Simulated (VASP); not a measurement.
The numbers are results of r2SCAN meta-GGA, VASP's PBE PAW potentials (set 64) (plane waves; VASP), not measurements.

A VASP calculation is set up with these files.

**POSCAR**
```
TiCo
1
    2.9496880437     0.0000000000    -0.0000000000
   -0.0000000000     2.9496880437     0.0000000000
    0.0000000000     0.0000000000     2.9496880437
Ti Co
1 1
Direct
  0.0000000000   0.0000000000   0.0000000000
  0.5000000000   0.5000000000   0.5000000000
```

INCAR:
```
! general
SYSTEM  = TiCo
PREC    = Accurate
ENCUT   = 400   ! plane-wave cut-off (eV)
LREAL   = F
LASPH   = T   ! aspherical one-centre terms

! electronic loop
EDIFF   = 1E-8
NELM    = 100   ! most electronic steps
ALGO    = Normal
LMAXMIX = 4   ! l cut-off of mixed one-centre charges
LMIXTAU = T

! smearing
ISMEAR  = 1   ! Methfessel-Paxton
SIGMA   = 0.1

! functional
METAGGA = R2SCAN

! ions
IBRION  = 1   ! quasi-Newton
NSW     = 30
ISIF    = 2
EDIFFG  = -0.001   ! ionic stop

! output
LWAVE   = F
LCHARG  = F
```

**KPOINTS**
```
Regular mesh
0
gamma
 11 11 11
```

POTCAR, in this order: Ti_sv Co (PBE.64 set). Program: vasp_std.

Question: What will the output report for the number of irreducible k-points (NKPTS), largest plane-wave count, number of space-group operations, FFT grid (NGX, NGY, NGZ)?

Answer: 
* **number of irreducible k-points (NKPTS)**: 56
* **largest plane-wave count**: 476
* **number of space-group operations**: 48
* **FFT grid (NGX, NGY, NGZ)**: 20 × 20 × 20

The compound is TiCo in the CsCl type structure. It was relaxed first. The start is the result of an earlier pass. The run is not spin-polarised, so no magnetic state was tried. The electron count is odd and the run is not spin-polarised, which forces a metal.
